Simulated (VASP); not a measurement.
Here is the system:

```yaml
crystal:
  lattice:
    - [0.00000, 2.31000, 2.31000]
    - [2.31000, 0.00000, 2.31000]
    - [2.31000, 2.31000, 0.00000]
  atoms:
    - { symbol: Li, position: [0.25000, 0.25000, 0.25000] }
    - { symbol: Li, position: [0.75000, 0.75000, 0.75000] }
    - { symbol: O, position: [0.00000, 0.00000, 0.00000] }
```

Level of theory: PBE GGA, VASP's PBE PAW potentials (set 64) (plane waves; VASP). Numerical set-up: 520 eV cut-off, 11×11×11 Γ-centred mesh, Gaussian smearing of 0.010 eV, potentials Li_sv O.

**Question.** Predict the energy per atom (σ→0).

**Answer.** 
```json
{
  "energy per atom (σ→0)": "-4.782 eV/atom"
}
```

Only differences to runs with the same potentials and settings are physical.

The compound is Li2O in the antifluorite structure. The cell was not relaxed at this level.
